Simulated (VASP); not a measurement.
An input for Ansatz (written as the equivalent of a VASP run, and not itself run):

Ansatz 0.2 input:
```yaml
crystal:
  lattice:
    - [0.0000000, 2.4278011, 2.4278011]
    - [2.4278011, 0.0000000, 2.4278011]
    - [2.4278011, 2.4278011, 0.0000000]
  atoms:
    - { symbol: Na, position: [0.0000000, 0.0000000, 0.0000000] }
    - { symbol: H, position: [0.5000000, 0.5000000, 0.5000000] }
kpoints:
  mp_grid: { grid: [10, 10, 10] }
hamiltonian:
  xc: r2scan
  dispersion: rvv10
  pseudopotentials: { kind: paw }
scf:
  occupations: { method: gaussian, width: 0.05 }
  max_iter: 100
output: { forces: true, stress: true, eigenvalues: true }
```

Translate this input to VASP (INCAR, KPOINTS, POSCAR, choice of POTCAR).

One answer among several that fit: 
INCAR:
```
# general
SYSTEM  =NaH
PREC    =Accurate
ENCUT   =520
LREAL   =.False.
LASPH   =.True.

# electronic loop
EDIFF   =1E-7
NELM    =100
ALGO    =Normal
LMIXTAU =.True.

# smearing
ISMEAR  =0
SIGMA   =0.05

# functional
METAGGA =R2SCAN
LUSE_VDW=.True.
BPARAM  =11.95
CPARAM  =0.0093

# ions
ISIF    =2

# output
LWAVE   =.False.
LCHARG  =.False.
```

POSCAR:
```
NaH
2.4278010
  0.0000000000   1.0000000545   1.0000000545
  1.0000000545   0.0000000000   1.0000000545
  1.0000000545   1.0000000545   0.0000000000
Na H
1 1
Cart
  0.0000000000   0.0000000000   0.0000000000
  1.0000000545   1.0000000545   1.0000000545
```

**KPOINTS**
```
Automatic mesh
0
Gamma
10 10 10
0 0 0
```

POTCAR, in this order: Na_pv H (PBE.64 set). Program: vasp_std.

Limits of the translation: each code has its own PAW files, so the cut-off isn't converted (ENCUT is set for VASP's; basis.ecutwfc is left out, and Ansatz then takes the one that its files recommend); Ansatz stops its SCF on the density residual and VASP on the energy change (EDIFF).

The compound is NaH in the rock salt structure. This cell is one point of a volume scan, at 1.06 of the reference volume.
